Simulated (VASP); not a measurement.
Method: PBE GGA, VASP's PBE PAW potentials (set 64) (plane waves; VASP).

VASP input:

**POSCAR**
```
Co
1
    1.2550000000    -2.1737240000     0.0000000000
    1.2550000000     2.1737240000     0.0000000000
    0.0000000000     0.0000000000     4.0700000000
Co
2
Direct
  0.3333330000   0.6666670000   0.2500000000
  0.6666670000   0.3333330000   0.7500000000
```

### INCAR
```
ALGO = Normal
EDIFF = 1E-6
ENCUT = 400
GGA = PE
ISIF = 2
ISMEAR = 1
ISPIN = 2
LASPH = T
LCHARG = F
LMAXMIX = 4
LORBIT = 10
LREAL = F
LWAVE = F
MAGMOM = 2*0.36
NELM = 100
PREC = Accurate
SIGMA = 0.1
SYSTEM = Co
```

### KPOINTS
```
Automatic mesh
0
Gamma
15 15 8
0 0 0
```

POTCAR, in this order: Co (PBE.64 set). Program: vasp_std.

The resulting files:

OSZICAR:
```
       N       E                     dE             d eps       ncg     rms          rms(c)
DAV:   1     0.758219795032E+02    0.75822E+02   -0.70397E+03  7070   0.150E+03
DAV:   2    -0.139469363183E+02   -0.89769E+02   -0.84013E+02  7050   0.275E+02
DAV:   3    -0.161572025806E+02   -0.22103E+01   -0.21059E+01  7560   0.606E+01
DAV:   4    -0.161863489828E+02   -0.29146E-01   -0.29131E-01  9781   0.564E+00
DAV:   5    -0.161868146463E+02   -0.46566E-03   -0.46565E-03  8093   0.623E-01    0.140E+01
DAV:   6    -0.141973875529E+02    0.19894E+01   -0.20984E+01  7125   0.917E+01    0.739E+00
DAV:   7    -0.137487897815E+02    0.44860E+00   -0.28649E+00  7225   0.330E+01    0.408E+00
DAV:   8    -0.139606841327E+02   -0.21189E+00   -0.13853E-01  8997   0.607E+00    0.425E+00
DAV:   9    -0.140409122281E+02   -0.80228E-01   -0.32239E-02  8922   0.292E+00    0.254E+00
DAV:  10    -0.139725581012E+02    0.68354E-01   -0.16467E-01  8253   0.672E+00    0.392E+00
DAV:  11    -0.140632930598E+02   -0.90735E-01   -0.54014E-02  8188   0.396E+00    0.874E-01
DAV:  12    -0.140644031922E+02   -0.11101E-02   -0.12136E-02  8977   0.169E+00    0.642E-01
DAV:  13    -0.140636734148E+02    0.72978E-03   -0.28893E-04  9332   0.272E-01    0.674E-01
DAV:  14    -0.140652915646E+02   -0.16181E-02   -0.36282E-04  8131   0.297E-01    0.436E-01
DAV:  15    -0.140664500743E+02   -0.11585E-02   -0.87737E-04  8155   0.476E-01    0.503E-02
DAV:  16    -0.140664565924E+02   -0.65182E-05   -0.13303E-05  7438   0.458E-02    0.313E-02
DAV:  17    -0.140664555693E+02    0.10232E-05   -0.21506E-05  7703   0.750E-02    0.286E-02
DAV:  18    -0.140664590870E+02   -0.35178E-05   -0.20191E-06  4661   0.247E-02    0.774E-03
DAV:  19    -0.140664593431E+02   -0.25602E-06   -0.69900E-07  3565   0.125E-02
   1 F= -.14066459E+02 E0= -.14066393E+02  d E =-.197817E-03  mag=     3.2813
```

**OUTCAR**
```
------------------------ aborting loop because EDIFF is reached ----------------------------------------
  FORCE on cell =-STRESS in cart. coord.  units (eV):
  Direction    XX          YY          ZZ          XY          YZ          ZX
  --------------------------------------------------------------------------------------
  Total       -0.7116697     -0.7116699     -0.8156213      0.0000000      0.0000000      0.0000000
  in kB      -51.3471725    -51.3471837    -58.8473099      0.0000000      0.0000000      0.0000000
  external PRESSURE =     -53.8472221 kB  Pullay stress =       0.0000000 kB
  volume of cell :       22.21
      direct lattice vectors                 reciprocal lattice vectors
     1.255000000 -2.173724000  0.000000000     0.398406375 -0.230020003  0.000000000
     1.255000000  2.173724000  0.000000000     0.398406375  0.230020003  0.000000000
     0.000000000  0.000000000  4.070000000     0.000000000  0.000000000  0.245700246
 POSITION                                       TOTAL-FORCE (eV/Angst)
 -----------------------------------------------------------------------------------
      1.25500      0.72458      1.01750         0.000000     -0.000000      0.000000
      1.25500     -0.72458      3.05250        -0.000000      0.000000      0.000000
 -----------------------------------------------------------------------------------
    total drift:                               -0.000023      0.000003     -0.000028
  FREE ENERGIE OF THE ION-ELECTRON SYSTEM (eV)
  ---------------------------------------------------
  free  energy   TOTEN  =       -14.0664593431 eV

  energy  without entropy=      -14.0662615259  energy(sigma->0) =      -14.06639340

 total charge

# of ion       s       p       d       tot
------------------------------------------
    1        0.480   0.502   7.244   8.226
    2        0.480   0.502   7.244   8.226
--------------------------------------------------
tot          0.961   1.003  14.488  16.452

 magnetization (x)

# of ion       s       p       d       tot
------------------------------------------
    1       -0.014  -0.053   1.731   1.665
    2       -0.014  -0.053   1.731   1.665
--------------------------------------------------
tot         -0.028  -0.105   3.462   3.329
```
(Selected blocks of OUTCAR.)

OUTCAR:
```
 val. band max:        9.9176415207   @ k =   0.0667   0.0667   0.2500

 cond. band min:       9.9195517285   @ k =   0.2000   0.1333   0.1250


 Fermi energy:         9.9180795846

 spin component 1

 k-point     1 :       0.0000    0.0000    0.0000
  band No.  band energies     occupation
      1       1.1582      1.00000
      2       4.9041      1.00000
      3       7.3356      1.00000
      4       7.3666      1.00000
      5       7.3666      1.00000
      6       7.6632      1.00000
      7       7.6632      1.00000
      8       8.0041      1.00000
      9       8.0041      1.00000
     10       9.0535      1.00000
     11       9.0535      1.00000
     12       9.8437      0.97437
     13      16.0386      0.00000

 k-point     2 :       0.0667    0.0000    0.0000
  band No.  band energies     occupation
      1       1.3118      1.00000
      2       4.9965      1.00000
      3       7.1858      1.00000
      4       7.4372      1.00000
      5       7.4968      1.00000
      6       7.6300      1.00000
      7       7.7256      1.00000
      8       7.9228      1.00000
      9       7.9599      1.00000
     10       8.4839      1.00000
     11       9.0723      1.00000
     12      10.5998     -0.00000
     13      16.0666      0.00000

 k-point     3 :       0.1333    0.0000    0.0000
  band No.  band energies     occupation
      1       1.7629      1.00000
      2       5.2445      1.00000
      3       6.9843      1.00000
      4       7.4881      1.00000
      5       7.5074      1.00000
      6       7.6403      1.00000
      7       7.7045      1.00000
      8       7.8438      1.00000
      9       7.9046      1.00000
     10       8.0589      1.00000
     11       9.1169      1.00000
     12      11.7791     -0.00000
     13      16.1598      0.00000

 k-point     4 :       0.2000    0.0000    0.0000
  band No.  band energies     occupation
      1       2.4768      1.00000
...
```

The compound is Co in the hcp structure. The cell was not relaxed at this level. The run is one of a series of settings (MAGMOM = 0.36 0.36 against the base run), some of them coarse on purpose.
